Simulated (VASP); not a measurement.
VASP ran on this input.

### POSCAR
```
Cu3P
1
    3.9780902681     0.0000000000    -0.0000000000
   -1.9890451341     3.4451276512    -0.0000000000
    0.0000000000    -0.0000000000     7.1639325756
Cu P
6 2
Direct
  0.3333330000   0.6666670000   0.6092133318
  0.6666670000   0.3333330000   0.3907866682
  0.3333330000   0.6666670000   0.9613566621
  0.6666670000   0.3333330000   0.0386433379
  1.0000000000   0.0000000000   0.8117511062
  0.0000000000   0.0000000000   0.1882488938
  0.6666670000   0.3333330000   0.7166999036
  0.3333330000   0.6666670000   0.2833000964
```

INCAR:
```
PREC = Accurate
EDIFFG = -0.02   ! ionic stop
ENCUT = 400
GGA = PS   ! PBEsol
IBRION = 2
SIGMA = 0.1   ! width (eV)
ISIF = 3
LASPH = T   ! aspherical one-centre terms
ALGO = Normal   ! blocked Davidson
LMAXMIX = 4   ! l cut-off of mixed one-centre charges
LWAVE = F
ISMEAR = 1   ! Methfessel-Paxton
EDIFF = 1E-6   ! SCF stop (eV)
LCHARG = F
SYSTEM = Cu3P
NELM = 100   ! most electronic steps
NSW = 60   ! most ionic steps
LREAL = F   ! projection in real space or not
```

KPOINTS:
```
Automatic
0
Gamma
 8 8 4
```

POTCAR, in this order: Cu P (PBE.64 set). Program: vasp_std.

Translate this PBEsol calculation to Ansatz.

One equivalent input (not run):
Ansatz 0.2 input:
```yaml
crystal:
  lattice:
    - [3.9780903, 0.0000000, 0.0000000]
    - [-1.9890451, 3.4451277, 0.0000000]
    - [0.0000000, 0.0000000, 7.1639326]
  atoms:
    - { symbol: Cu, position: [0.3333330, 0.6666670, 0.6092133] }
    - { symbol: Cu, position: [0.6666670, 0.3333330, 0.3907867] }
    - { symbol: Cu, position: [0.3333330, 0.6666670, 0.9613567] }
    - { symbol: Cu, position: [0.6666670, 0.3333330, 0.0386433] }
    - { symbol: Cu, position: [1.0000000, 0.0000000, 0.8117511] }
    - { symbol: Cu, position: [0.0000000, 0.0000000, 0.1882489] }
    - { symbol: P, position: [0.6666670, 0.3333330, 0.7166999] }
    - { symbol: P, position: [0.3333330, 0.6666670, 0.2833001] }
kpoints:
  mp_grid: { grid: [8, 8, 4] }
hamiltonian:
  xc: pbesol
  pseudopotentials: { kind: paw }
scf:
  occupations: { method: methfessel_paxton, width: 0.1 }
  max_iter: 100
relax:
  max_steps: 60
  f_tol: 0.02
  cell: {}
output: { forces: true, stress: true, eigenvalues: true }
```
The two are equivalent in intent, not identical: each code has its own PAW files, so the cut-off isn't converted (ENCUT is set for VASP's; basis.ecutwfc is left out, and Ansatz then takes the one that its files recommend); Ansatz stops its SCF on the density residual and VASP on the energy change (EDIFF).

The structure comes from a computed database's Cu3P entry (P-3m1); how it stands against other phases isn't given here. This run relaxes it. Symmetry was kept, so distortions that lower it aren't found. The start is the result of an earlier pass.
